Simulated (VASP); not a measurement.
Input:

```
HfN
1.0
    0.00000     2.25129     2.25129
    2.25129     0.00000     2.25129
    2.25129     2.25129     0.00000
Hf N
1 1
Cartesian
  0.00000   0.00000   0.00000
  2.25129   2.25129   2.25129
```

The numbers are results of vdW-DF-cx, VASP's PBE PAW potentials (set 64) (plane waves; VASP), not measurements. Run with 520 eV cut-off, Gaussian smearing of 0.050 eV, potentials Hf_pv N.

Problem. Give the energies of bands 5 to 10 at the high-symmetry points, in eV from the Fermi level.

Solution. 
```csv
band,Γ,X,U,L,W
5,-3.04,-5.41,-6.39,-8.97,-6.22
6,-3.04,-3.89,-5.54,-6.25,-5.50
7,-3.04,-3.70,-5.00,-6.25,-5.50
8,-0.40,-3.70,-0.89,3.30,1.11
9,-0.40,4.13,3.89,3.71,1.11
10,-0.40,5.55,4.47,3.71,5.57
```

It has no gap at this level: it comes out as a metal or semimetal.

The compound is HfN in the rock salt structure. It was relaxed first. The electron count is odd and the run is not spin-polarised, which forces a metal.
